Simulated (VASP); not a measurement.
Input:

```yaml
crystal:
  lattice:
    - [4.12877, 0.00000, 0.00000]
    - [-2.06439, 3.57562, 0.00000]
    - [0.00000, 0.00000, 4.52449]
  atoms:
    - { symbol: Ca, position: [0.00000, 0.00000, 0.00511] }
    - { symbol: Al, position: [0.66667, 0.33333, 0.46421] }
    - { symbol: Si, position: [0.33333, 0.66667, 0.56430] }
    - { symbol: H, position: [0.66667, 0.33333, 0.07308] }
```

Method: PBEsol GGA, VASP's PBE PAW potentials (set 64) (plane waves; VASP). Run with 400 eV cut-off, Gaussian smearing of 0.050 eV, potentials Ca_sv Al Si H.

Task: What does the run give for the band gap (along the path) with the smallest direct gap where there is one?

Result: 
| Quantity | Value |
|---|---|
| band gap (along the path) | 0.15 eV |
| smallest direct gap (along the path) | 1.09 eV |

Only differences to runs with the same potentials and settings are physical.

The structure comes from a computed database's CaAlSiH entry (P3m1); how it stands against other phases isn't given here. It was relaxed first.
